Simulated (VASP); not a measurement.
Given:

```
FeNi3
1.0
    3.53376     0.00000     0.00000
    0.00000     3.53376     0.00000
    0.00000     0.00000     3.53376
Fe Ni
1 3
Direct
  0.00000   0.00000   0.00000
  0.00000   0.50000   0.50000
  0.50000   0.00000   0.50000
  0.50000   0.50000   0.00000
```
Starting moments (μB, in the order of the record's atoms Fe Ni Ni Ni): 2.8 0.6 0.6 0.6.

Computed with optB88-vdW, VASP's PBE PAW potentials (set 64) (plane waves; VASP 6.6.1). Run with 520 eV cut-off, 8×8×8 Γ-centred mesh, first-order Methfessel-Paxton smearing of 0.10 eV, potentials Fe Ni.

What does the run give for the cell moment, energy per atom (σ→0), band gap (on the k-mesh) with the smallest direct gap where there is one?

* **band gap (on the k-mesh)**: none (metal, semimetal or under 0.01 eV)
* **cell moment**: 4.64 μB
* **energy per atom (σ→0)**: -3483 meV/atom

Give the moment on each site (PAW-sphere projection).

| site | moment (μB) |
|---|---|
| Fe1 | 2.84 |
| Ni2 | 0.60 |
| Ni3 | 0.60 |
| Ni4 | 0.60 |

Only differences to runs with the same potentials and settings are physical.

The compound is Ni3Fe in the L1_2 structure. It was relaxed first. The start is the result of an earlier pass.
